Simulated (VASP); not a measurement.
Data:

```
CELL_PARAMETERS angstrom
      1.76755    -3.06148     0.00000
      1.76755     3.06148     0.00000
      0.00000     0.00000    14.03559
ATOMIC_POSITIONS crystal
  Te 0.33333 0.66667 0.87935
  Te 0.66667 0.33333 0.37935
  Te 0.66667 0.33333 0.12065
  Te 0.33333 0.66667 0.62065
  Mo 0.33333 0.66667 0.25000
  Mo 0.66667 0.33333 0.75000
```

Calculation: rev-vdW-DF2, VASP's PBE PAW potentials (set 64) (plane waves; VASP). Run with 520 eV cut-off, 7×7×2 Γ-centred mesh, Gaussian smearing of 0.050 eV, potentials Te Mo_sv.

Problem. Estimate the energy per atom (σ→0).

Solution. 
```
Property                        Value
---------------------  --------------
energy per atom (σ→0)  -4.055 eV/atom
```

Total energies compare only between runs with the same potentials, cut-off and functional.

The compound is MoTe2 in the 2H layered structure. It was relaxed first. The start is the result of an earlier pass.
